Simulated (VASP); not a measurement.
# Au (Gold): structure and properties in VASP, part 4 of 5

What structure and properties does PBEsol give Au (Gold), and how near are they to the measured ones? Left out of this account: at least 1 further run (phonons: it ended without a result to show). The start is a cell from a database of measured crystal structures.

VASP 6.6.1, plane waves and PAW; the level of theory is named at each step.

Still holding for the runs below: This run has no spin polarisation. Its electron count is odd, so without a moment it is a metal by construction.

So far. Step 10 (Volume scan with PBEsol, volume scale 1.02): The run ends at a pressure of -3.34 GPa.

The database entry behind the starting cell differs from later determinations by our own check (about 0.15 % short), so it need not match the best structure at ambient conditions.

## 11. Volume scan with PBEsol, volume scale 1.04

Level of this step: PBEsol; plane waves and PAW (Au) (VASP).

File INCAR:

```
SYSTEM = Au
PREC = Accurate
ENCUT = 400
EDIFF = 1E-06
NELM = 100
ISMEAR = 1
SIGMA = 0.2
LREAL = .FALSE.
ALGO = Normal
GGA = PS
NBANDS = 11
LASPH = .TRUE.
LORBIT = 11
LWAVE = .FALSE.
LCHARG = .FALSE.
KPAR = 2
ISIF = 2
```

File POSCAR:

```
Au
1.0
    0.0000000000      2.0672743662      2.0672743662
    2.0672743662      0.0000000000      2.0672743662
    2.0672743662      2.0672743662      0.0000000000
Au
1
Direct
    0.0000000000      0.0000000000      0.0000000000
```

File KPOINTS:

```
Automatic mesh
0
Gamma
9 9 9
0 0 0
```

PAW data sets: Au (PBE family, release 64).

Launch:

```bash
> mpirun -np 2 vasp_std
```

What it wrote:

```text
[... set-up lines as in an earlier step ...]
 entering main loop
       N       E                     dE             d eps       ncg     rms          rms(c)
DAV:   1     0.383506538721E+02    0.38351E+02   -0.49128E+03   818   0.706E+02
DAV:   2    -0.377388471766E+01   -0.42125E+02   -0.39388E+02   875   0.167E+02
DAV:   3    -0.426685668609E+01   -0.49297E+00   -0.49267E+00   866   0.176E+01
DAV:   4    -0.426845198592E+01   -0.15953E-02   -0.15953E-02   845   0.117E+00
[...]
DAV:   9    -0.393491893254E+01    0.14096E-04   -0.10093E-04   872   0.807E-02    0.226E-02
DAV:  10    -0.393492052671E+01   -0.15942E-05   -0.36800E-06   851   0.170E-02    0.293E-03
DAV:  11    -0.393492059591E+01   -0.69193E-07   -0.56192E-08   448   0.193E-03
   1 F= -.39349206E+01 E0= -.39349384E+01  d E =0.533034E-04
```

Wall time 2 s (2 MPI ranks of Intel Xeon 6975P-C (Granite Rapids), shared host); peak memory 0.23 GiB; 3 s of CPU time.

OUTCAR, selected parts (step 11):

```text
  Total       -0.6875768     -0.6875768     -0.6875768      0.0000000      0.0000000     -0.0000000
  in kB      -62.3458318    -62.3458318    -62.3458318      0.0000000      0.0000000     -0.0000000
  external PRESSURE =     -62.3458318 kB  Pullay stress =       0.0000000 kB

 POSITION                                       TOTAL-FORCE (eV/Angst)
 -----------------------------------------------------------------------------------
      0.00000      0.00000      0.00000        -0.000000      0.000000     -0.000000
 -----------------------------------------------------------------------------------
    total drift:                                0.000000      0.000000      0.000000

  FREE ENERGIE OF THE ION-ELECTRON SYSTEM (eV)
  ---------------------------------------------------
  free  energy   TOTEN  =        -3.9349205959 eV

  energy  without entropy=       -3.9349738993  energy(sigma->0) =       -3.93493836

[... 1 part as in an earlier step ...]

[... 2 further parts left out ...]
[key lines of the parts left out:]
E-fermi :   8.7475
```

The pressure falls from -3.34 to -6.23 GPa.

The run ends at a pressure of -6.23 GPa.

## 12. Volume scan with PBEsol, volume scale 1.06

A prediction first. A least-squares parabola for the 6 pressures of evenly scaled cells so far, P = 0.00 -178.9 t +514 t² GPa with t = ln(V/V₁) and V₁ the volume at scale 1, gives -8.68 GPa at t = +0.0583.

INCAR is that of step 11.

File POSCAR:

```
Au
1.0
    0.0000000000      2.0804420739      2.0804420739
    2.0804420739      0.0000000000      2.0804420739
    2.0804420739      2.0804420739      0.0000000000
Au
1
Direct
    0.0000000000      0.0000000000      0.0000000000
```

KPOINTS is that of step 11.

Launch:

```bash
> mpirun -np 2 vasp_std
```

What it wrote:

```text
[... set-up lines as in an earlier step ...]
 entering main loop
       N       E                     dE             d eps       ncg     rms          rms(c)
DAV:   1     0.377045186946E+02    0.37705E+02   -0.47825E+03   882   0.701E+02
DAV:   2    -0.380274595354E+01   -0.41507E+02   -0.38813E+02   875   0.165E+02
DAV:   3    -0.424978710281E+01   -0.44704E+00   -0.44683E+00   863   0.167E+01
DAV:   4    -0.425121991953E+01   -0.14328E-02   -0.14328E-02   854   0.111E+00
[...]
DAV:   9    -0.391916497390E+01    0.87769E-05   -0.35268E-05   860   0.464E-02    0.124E-02
DAV:  10    -0.391916778256E+01   -0.28087E-05   -0.16168E-06   839   0.123E-02    0.553E-04
DAV:  11    -0.391916782365E+01   -0.41090E-07   -0.35674E-08   436   0.146E-03
   1 F= -.39191678E+01 E0= -.39192661E+01  d E =0.294883E-03
```

Run time: 2 s. Hardware: 2 MPI ranks; peak memory 0.23 GiB; 3 s of CPU time.

From OUTCAR (step 12):

```text
  Total       -0.9855891     -0.9855891     -0.9855891     -0.0000000     -0.0000000     -0.0000000
  in kB      -87.6818311    -87.6818311    -87.6818311     -0.0000000     -0.0000000     -0.0000000
  external PRESSURE =     -87.6818311 kB  Pullay stress =       0.0000000 kB

 POSITION                                       TOTAL-FORCE (eV/Angst)
 -----------------------------------------------------------------------------------
      0.00000      0.00000      0.00000        -0.000000     -0.000000     -0.000000
 -----------------------------------------------------------------------------------
    total drift:                                0.000000      0.000000      0.000000

  FREE ENERGIE OF THE ION-ELECTRON SYSTEM (eV)
  ---------------------------------------------------
  free  energy   TOTEN  =        -3.9191678237 eV

  energy  without entropy=       -3.9194627071  energy(sigma->0) =       -3.91926612

[... 1 part as in an earlier step ...]

[... 2 further parts left out ...]
[key lines of the parts left out:]
E-fermi :   8.5103
```

The pressure falls from -6.23 to -8.77 GPa. The parabola predicted -8.68 GPa, +0.09 GPa off.

## 13. The series together

Times are for 2 MPI ranks of Intel Xeon 6975P-C (Granite Rapids), shared host. The series side by side:

```csv
no.,volume scale,energy above the lowest point (meV/atom),pressure (GPa),time,memory (GiB)
1,0.94,39.72,13.05,1.8 s,0.22
2,0.96,16.99,8.140,2 s,0.23
3,0.98,4.05,3.824,2 s,0.23
4,1,0,0.01073,2 s,0.23
5,1.02,3.7,-3.339,2 s,0.23
6,1.04,13.75,-6.235,2 s,0.23
7,1.06,29.43,-8.768,2 s,0.23
```

## 14. Fit for PBEsol

This step: Birch-Murnaghan fit, PBEsol; plane waves and PAW (VASP 6.6.1).

Derived from the runs above.

Numbers from this step:

* pressure derivative of the bulk modulus: 6.291
* r.m.s. error of the fit: 6.40e-5 eV/atom
* minimum inside the sampled range: yes
* bulk modulus: 178.1 GPa
* equilibrium volume of the fit: 16.99 Å³/atom

The energy above the fitted minimum by volume:

```csv
volume (Å³/atom),energy above the fitted minimum (eV/atom)
15.970,0.0396
16.310,0.0169
16.650,0.00397
16.990,-8.5e-5
17.330,0.00362
17.669,0.0137
18.009,0.0293
```

The fit over cells of fixed shape and fractional positions puts the volume +0.01 % from the relaxed one.

## 15. Elastic constants (PBEsol)

This step: PBEsol; plane waves and PAW (Au) (VASP 6.6.1).

IBRION = 6 with ISIF = 3 strains the cell both ways at fixed fractional positions, and adds the ions' share afterwards from the force constants. Stress converges slowly with the basis, so the cutoff is raised.

INCAR, as its differences from that of step 12:

```diff
@@ -2,4 +2,4 @@
 PREC = Accurate
-ENCUT = 400
-EDIFF = 1E-06
+ENCUT = 500
+EDIFF = 1E-07
 NELM = 100
@@ -16,2 +16,6 @@
 KPAR = 2
-ISIF = 2
+IBRION = 6
+NFREE = 2
+POTIM = 0.015
+ISIF = 3
+NSW = 1
```

File POSCAR:

```
Au
1.0
    0.0000000000      2.0404236080      2.0404236080
    2.0404236080      0.0000000000      2.0404236080
    2.0404236080      2.0404236080      0.0000000000
Au
1
Direct
    0.0000000000      0.0000000000      0.0000000000
```

File KPOINTS:

```
Automatic mesh
0
Gamma
30 30 30
0 0 0
```

Launch:

```bash
> mpirun -np 2 vasp_std
```

What it wrote:

```text
[... set-up lines as in an earlier step ...]
 entering main loop
       N       E                     dE             d eps       ncg     rms          rms(c)
DAV:   1     0.454039091328E+02    0.45404E+02   -0.55374E+03 17486   0.862E+02
DAV:   2    -0.366799516434E+01   -0.49072E+02   -0.46187E+02 18623   0.188E+02
DAV:   3    -0.426229200955E+01   -0.59430E+00   -0.59373E+00 19023   0.203E+01
DAV:   4    -0.426417237005E+01   -0.18804E-02   -0.18803E-02 18572   0.133E+00
DAV:   5    -0.426418586165E+01   -0.13492E-04   -0.13491E-04 19094   0.109E-01    0.967E+00
DAV:   6    -0.395034483070E+01    0.31384E+00   -0.90201E-01 17405   0.806E+00    0.598E+00
DAV:   7    -0.392744973673E+01    0.22895E-01   -0.77647E-02 18899   0.233E+00    0.287E+00
DAV:   8    -0.392444505413E+01    0.30047E-02   -0.17467E-03 17783   0.416E-01    0.288E-01
DAV:   9    -0.392443215168E+01    0.12902E-04   -0.83470E-06 18722   0.282E-02    0.113E-02
DAV:  10    -0.392443523511E+01   -0.30834E-05   -0.11049E-06 18395   0.919E-03    0.106E-03
DAV:  11    -0.392443524881E+01   -0.13696E-07   -0.42946E-08 11598   0.182E-03
   1 F= -.39244352E+01 E0= -.39247064E+01  d E =0.813575E-03
 Found     1 degrees of freedom:
 Adding 6 more for cell shape distortion
 Finite differences POTIM= 0.01500 DOF=   7
 bond charge predicted
       N       E                     dE             d eps       ncg     rms          rms(c)
DAV:   1    -0.395686873438E+01   -0.32433E-01   -0.10276E+00 47397   0.909E+00    0.110E+00
DAV:   2    -0.392527095908E+01    0.31598E-01   -0.85826E-02 47004   0.253E+00    0.493E-01
DAV:   3    -0.392237981035E+01    0.28911E-02   -0.67024E-03 49314   0.672E-01    0.327E-01
DAV:   4    -0.392200947318E+01    0.37034E-03   -0.92027E-04 46715   0.248E-01    0.355E-02
DAV:   5    -0.392201509325E+01   -0.56201E-05   -0.30877E-05 50711   0.463E-02    0.157E-02
DAV:   6    -0.392201473418E+01    0.35906E-06   -0.16894E-06 48332   0.129E-02    0.312E-03
DAV:   7    -0.392201478202E+01   -0.47837E-07   -0.64529E-08 27674   0.213E-03
   2 F= -.39220148E+01 E0= -.39222233E+01  d E =0.625596E-03
[... from here on, the cycles between the ionic steps are left out ...]
   3 F= -.39220077E+01 E0= -.39221894E+01  d E =0.545018E-03
   4 F= -.39220149E+01 E0= -.39222234E+01  d E =0.625590E-03
   5 F= -.39220077E+01 E0= -.39221894E+01  d E =0.545017E-03
   6 F= -.39220148E+01 E0= -.39222233E+01  d E =0.625590E-03
   7 F= -.39220077E+01 E0= -.39221894E+01  d E =0.545018E-03
   8 F= -.39238886E+01 E0= -.39240913E+01  d E =0.608187E-03
   9 F= -.39238885E+01 E0= -.39240912E+01  d E =0.608051E-03
  10 F= -.39238886E+01 E0= -.39240913E+01  d E =0.608147E-03
  11 F= -.39238886E+01 E0= -.39240913E+01  d E =0.608165E-03
  12 F= -.39238885E+01 E0= -.39240912E+01  d E =0.608146E-03
  13 F= -.39238886E+01 E0= -.39240913E+01  d E =0.608149E-03
  14 F= -.39244351E+01 E0= -.39247062E+01  d E =0.813576E-03
 Finite differences progress:
  Degree of freedom:   7/  7
  Displacement:        1/  2
  Total:              13/ 14
 bond charge predicted
       N       E                     dE             d eps       ncg     rms          rms(c)
DAV:   1    -0.392151217019E+01    0.29229E-02   -0.52986E+00 16544   0.149E+01    0.888E-02
DAV:   2    -0.392478284197E+01   -0.32707E-02   -0.35191E-02 18146   0.184E+00    0.563E-02
DAV:   3    -0.392443693990E+01    0.34590E-03   -0.12149E-03 18365   0.244E-01    0.895E-03
DAV:   4    -0.392443513202E+01    0.18079E-05   -0.14142E-05 18980   0.302E-02    0.359E-03
DAV:   5    -0.392443508687E+01    0.45149E-07   -0.55163E-07 18653   0.625E-03
  15 F= -.39244351E+01 E0= -.39247063E+01  d E =0.813574E-03
 Finite differences progress:
  Degree of freedom:   7/  7
  Displacement:        2/  2
  Total:              14/ 14
```

It took 15 min on 2 MPI ranks; peak memory 3.9 GiB; 30 min of CPU time.

From OUTCAR (step 15):

```text
   k-points           NKPTS =    752   k-points in BZ     NKDIM =    752   number of bands    NBANDS=     11

   ENCUT  =  500.0 eV  36.75 Ry    6.06 a.u.   5.26  5.26  5.26*2*pi/ulx,y,z

   NELECT =      11.0000    total number of electrons

 E-fermi :   9.3472

 k-point     1 :       0.0000    0.0000    0.0000
  band No.  band energies     occupation
    ...
      2       4.6334      2.00000
      3       4.6334      2.00000
      4       4.6334      2.00000
      5       6.1714      2.00000
      6       6.1714      2.00000
      7      23.8251      0.00000
      8      27.8369      0.00000
      9      27.8369      0.00000
     10      27.8369      0.00000
     11      32.7134      0.00000

  Total       -0.0049797     -0.0049797     -0.0049797     -0.0000000     -0.0000000      0.0000000
  in kB       -0.4695914     -0.4695914     -0.4695914     -0.0000000     -0.0000000      0.0000000
  external PRESSURE =      -0.4695914 kB  Pullay stress =       0.0000000 kB

 POSITION                                       TOTAL-FORCE (eV/Angst)
 -----------------------------------------------------------------------------------
     -0.01500      0.00000      0.00000         0.000000      0.000000     -0.000000
 -----------------------------------------------------------------------------------
    total drift:                               -0.000598      0.000000      0.000000

  FREE ENERGIE OF THE ION-ELECTRON SYSTEM (eV)
  ---------------------------------------------------
  free  energy   TOTEN  =        -3.9244350869 eV

  energy  without entropy=       -3.9252486613  energy(sigma->0) =       -3.92470628

  SYMMETRIZED ELASTIC MODULI (kBar)
 Direction    XX          YY          ZZ          XY          YZ          ZX
 --------------------------------------------------------------------------------
 XX        2026.0198   1613.7261   1613.7261      0.0000      0.0000      0.0000
 YY        1613.7261   2026.0198   1613.7261     -0.0000      0.0000      0.0000
 ZZ        1613.7261   1613.7261   2026.0198      0.0000      0.0000     -0.0000
 XY           0.0000     -0.0000      0.0000    442.5469      0.0000      0.0000
 YZ           0.0000      0.0000      0.0000      0.0000    442.5469      0.0000
 ZX           0.0000      0.0000     -0.0000      0.0000      0.0000    442.5469
 --------------------------------------------------------------------------------

 Eigenvectors and eigenvalues of the dynamical matrix
 ----------------------------------------------------

   1 f  =    0.000000 THz     0.000000 2PiTHz    0.000000 cm-1     0.000000 meV
             X         Y         Z           dx          dy          dz
      0.000000  0.000000  0.000000     1.000000    0.000000    0.000000

   2 f  =    0.000000 THz     0.000000 2PiTHz    0.000000 cm-1     0.000000 meV
             X         Y         Z           dx          dy          dz
      0.000000  0.000000  0.000000     0.000000    1.000000    0.000000

   3 f  =    0.000000 THz     0.000000 2PiTHz    0.000000 cm-1     0.000000 meV
             X         Y         Z           dx          dy          dz
      0.000000  0.000000  0.000000     0.000000    0.000000    1.000000

 ELASTIC MODULI CONTR FROM IONIC RELAXATION (kBar)
 Direction    XX          YY          ZZ          XY          YZ          ZX
 --------------------------------------------------------------------------------
 XX           0.0000      0.0000      0.0000      0.0000      0.0000      0.0000
 YY           0.0000      0.0000      0.0000      0.0000      0.0000      0.0000
 ZZ           0.0000      0.0000      0.0000      0.0000      0.0000      0.0000
 XY           0.0000      0.0000      0.0000      0.0000      0.0000      0.0000
 YZ           0.0000      0.0000      0.0000      0.0000      0.0000      0.0000
 ZX           0.0000      0.0000      0.0000      0.0000      0.0000      0.0000
 --------------------------------------------------------------------------------

 TOTAL ELASTIC MODULI (kBar)
 Direction    XX          YY          ZZ          XY          YZ          ZX
 --------------------------------------------------------------------------------
 XX        2026.0198   1613.7261   1613.7261      0.0000      0.0000      0.0000
 YY        1613.7261   2026.0198   1613.7261     -0.0000      0.0000      0.0000
 ZZ        1613.7261   1613.7261   2026.0198      0.0000      0.0000     -0.0000
 XY           0.0000     -0.0000      0.0000    442.5469      0.0000      0.0000
 YZ           0.0000      0.0000      0.0000      0.0000    442.5469      0.0000
 ZX           0.0000      0.0000     -0.0000      0.0000      0.0000    442.5469
 --------------------------------------------------------------------------------

[... 3 parts as in an earlier step ...]

[... 12 further parts left out ...]
```

CONTCAR:

```
Au
   1.00000000000000
     0.0000000000000000    2.0404236080000002    2.0404236080000002
     2.0404236080000002    0.0000000000000000    2.0404236080000002
     2.0404236080000002    2.0404236080000002    0.0000000000000000
  Au
     1
Direct
     0.0036757073240058   -0.0036757073240058   -0.0036757073240058
```

The last energy, forces, stress and levels in OUTCAR belong to the last displaced cell, not to the cell of POSCAR.

This step gave:

```
irreducible k-points      : 752
pressure of the cell      : -0.04581 GPa
largest force of the cell : 0 eV/Å
mechanically stable       : yes
bulk modulus (Voigt)      : 175.1 GPa
shear modulus (Voigt)     : 34.80 GPa
bulk modulus (Hill)       : 175.1 GPa
shear modulus (Hill)      : 32.57 GPa
Young's modulus           : 92.00 GPa
Poisson's ratio           : 0.4124
```

Elastic constants with relaxed ions, Voigt order xx yy zz yz xz xy (GPa):

```
202.6 161.4 161.4   0.0   0.0   0.0
161.4 202.6 161.4   0.0   0.0   0.0
161.4 161.4 202.6   0.0   0.0   0.0
  0.0   0.0   0.0  44.3   0.0   0.0
  0.0   0.0   0.0   0.0  44.3   0.0
  0.0   0.0   0.0   0.0   0.0  44.3
```

The bulk modulus from the tensor differs from that of the volume scan by -2 %; the two differ in cutoff and mesh, and so in the cell's distance from its minimum. B/G is 5.38, which by Pugh's rule of thumb (1.75, made for nearly isotropic solids) points to a ductile solid. The Zener ratio 2C44/(C11 - C12) is 2.15, where 1 means isotropic. With the density of 19.25 g/cm³ the Hill moduli give sound speeds of 3.37 km/s (longitudinal) and 1.30 km/s (transverse), and from their mean a Debye temperature of 171 K.

## 16. Core levels (PBEsol)

ICORELEVEL = 1 prints the core eigenvalues in the potential of the ground state.

File INCAR:

```
SYSTEM = Au
PREC = Accurate
ENCUT = 400
EDIFF = 1E-06
NELM = 100
ISMEAR = 1
SIGMA = 0.2
LREAL = .FALSE.
ALGO = Normal
GGA = PS
NBANDS = 11
LASPH = .TRUE.
LORBIT = 11
LWAVE = .FALSE.
LCHARG = .FALSE.
KPAR = 2
ICORELEVEL = 1
```

POSCAR is that of step 15.

File KPOINTS:

```
Automatic mesh
0
Gamma
9 9 9
0 0 0
```

Launch:

```bash
> mpirun -np 2 vasp_std
```

What it wrote:

```text
[... set-up lines as in an earlier step ...]
 entering main loop
       N       E                     dE             d eps       ncg     rms          rms(c)
[... 11 cycles as in an earlier step ...]
   1 F= -.39483461E+01 E0= -.39486916E+01  d E =0.103640E-02
```

It took 2.2 s on 2 MPI ranks; peak memory 0.23 GiB; 3.2 s of CPU time.

OUTCAR, selected parts (step 16):

```text
   NELECT =      11.0000    total number of electrons

 the core state eigenenergies are
   1-  1s -80736.8703  2s -14233.1469  2p -12299.3584  3s  -3350.4876  3p  -2789.8597
       3d  -2192.1550  4s   -718.0038  4p   -534.2329  4d   -313.9087  4f    -69.3119
       5s    -96.2807  5p    -47.5941

 E-fermi :   9.2307

 k-point     1 :       0.0000    0.0000    0.0000
  band No.  band energies     occupation
    ...
      2       4.6412      2.00000
      3       4.6412      2.00000
      4       4.6412      2.00000
      5       6.1785      2.00000
      6       6.1785      2.00000
      7      23.8270      0.00000
      8      27.8360      0.00000
      9      27.8360      0.00000
     10      27.8360      0.00000
     11      32.7118      0.00000

[... 13 parts as in an earlier step ...]

[... 7 further parts left out ...]
```

These are scalar-relativistic Kohn-Sham levels of the ground state, with no core hole, so they are not binding energies.

This step gave:

```yaml
irreducible_k_points: 35
free_energy_toten: -3.948 eV
energy_at_zero_smearing: -3.949 eV
fermi_energy: 9.231 eV
pressure: 0.01073 GPa
```

Kohn-Sham core levels. Core levels, by row:

```csv
atom,shell,level below the Fermi level (eV)
Au1,1s,80746
Au1,2s,14242
Au1,2p,12309
Au1,3s,3360
Au1,3p,2799
Au1,3d,2201
Au1,4s,727.2
Au1,4p,543.5
Au1,4d,323.1
Au1,4f,78.54
Au1,5s,105.5
Au1,5p,56.82
```

(Continued in part 5 of 5.)

[Lines on the potential files, build, host, timing and source positions are cut from VASP's logs without a mark.]

[Logs are printed without paths, hosts, clocks, repeated set-up lines and the standing remarks that a program may print on its own settings, such as how far it seeks lower states.]

[Hosts, paths, dates, database ids (printed as entryN), source tags and the programs' standing remarks are cut or masked in the printed files.]

[A measured line is paired with the nearest computed mode of its activity, which favours agreement.]

[In band tables of VASP the shares of atoms and orbitals are scaled to a sum of 1 inside the atoms' spheres.]
